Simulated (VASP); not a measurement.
Energy against volume of WC (wc). Level of theory: PBEsol GGA, VASP's PBE PAW potentials (set 64) (plane waves; VASP). Numerical set-up: 520 eV cut-off, 14×14×13 Γ-centred mesh, first-order Methfessel-Paxton smearing of 0.10 eV, potentials W_sv C.

Shape and ions are relaxed at each volume.

```
V (Å³/atom)  E (eV/atom)
-----------  -----------
10.008         -11.93716
10.318         -11.94999
10.627         -11.93912
10.937         -11.90803
```

### Question
Fit these four points and predict the energy of the run at 9.699 Å³/atom.

### Answer
A cubic in V^(−2/3), the third-order Birch-Murnaghan form, passes through the four points with V0 = 10.32 Å³/atom and B0 = 407 GPa, and gives -11.8965 eV/atom there. The run gave -11.8966 eV/atom, -0.2 meV/atom from the fit; all five points give B0 = 407 GPa.

The compound is WC in the wc structure. It was relaxed first.
